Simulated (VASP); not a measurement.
Given:

```
InPd
1.0
    3.25000     0.00000     0.00000
    0.00000     3.25000     0.00000
    0.00000     0.00000     3.25000
In Pd
1 1
Direct
  0.50000   0.50000   0.50000
  0.00000   0.00000   0.00000
```

Level of theory: PBE GGA with D3 dispersion (zero damping), VASP's PBE PAW potentials (set 64) (plane waves; VASP). Numerical set-up: 400 eV cut-off, 10×10×10 Γ-centred mesh, first-order Methfessel-Paxton smearing of 0.10 eV, potentials In_d Pd.

Unless said otherwise, spin-orbit coupling is left out, though it shifts the bands of the heavy elements here.

Problem. What does the run give for the energy per atom (σ→0), pressure, band gap (on the k-mesh) with the smallest direct gap where there is one?

Solution. 
The band gap (on the k-mesh) comes out as none (metal, semimetal or under 0.01 eV), the energy per atom (σ→0) comes out as -4788 meV/atom and the pressure comes out as 2.14 GPa.

The compound is PdIn in the CsCl type structure. The cell was not relaxed at this level. The run is one of a series of settings (IVDW = 11 against the base run), some of them coarse on purpose. The electron count is odd and the run is not spin-polarised, which forces a metal.
